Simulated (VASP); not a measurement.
Data:

```xyz
4
Lattice="4.2637 0.0000 0.0000 0.0000 2.8224 0.0000 0.0000 0.0000 4.3531" Properties=species:S:1:pos:R:3 pbc="T T T"
Ru     3.1977     1.4112     1.3603
Ru     1.0659     1.4112     2.9927
Ir     3.1977     0.0000     3.5369
Ir     1.0659     0.0000     0.8162
```

All values below come from PBE GGA, VASP's PBE PAW potentials (set 64) (plane waves; VASP). Settings: 300 eV cut-off, 5×7×5 Γ-centred mesh, Fermi-Dirac smearing of 0.10 eV, potentials Ru_pv Ir.

At this cut-off the stress carries a Pulay error, which pulls relaxed volumes low.

Q: Give the force on each atom (eV/Å).

A: 
```
atom     Fx     Fy      Fz
----  -----  -----  ------
Ru1   0.000  0.000   1.354
Ru2   0.000  0.000  -1.354
Ir3   0.000  0.000   1.075
Ir4   0.000  0.000  -1.075
```

Q: Give the stress tensor in GPa (positive for a compressed cell).

A: 
```
29.65   0.00   0.00
 0.00  13.22   0.00
 0.00   0.00  58.40
```
The pressure is its mean diagonal, 33.76 GPa.

The structure was generated: IrRu was put into an ordered model structure, which need not be its known phase. The cell was not relaxed at this level. The k-mesh is coarse (spacing up to 0.32 per Å, 2π included), so the numbers may not be converged in it. VASP warned that the highest band is occupied, so more bands are needed.
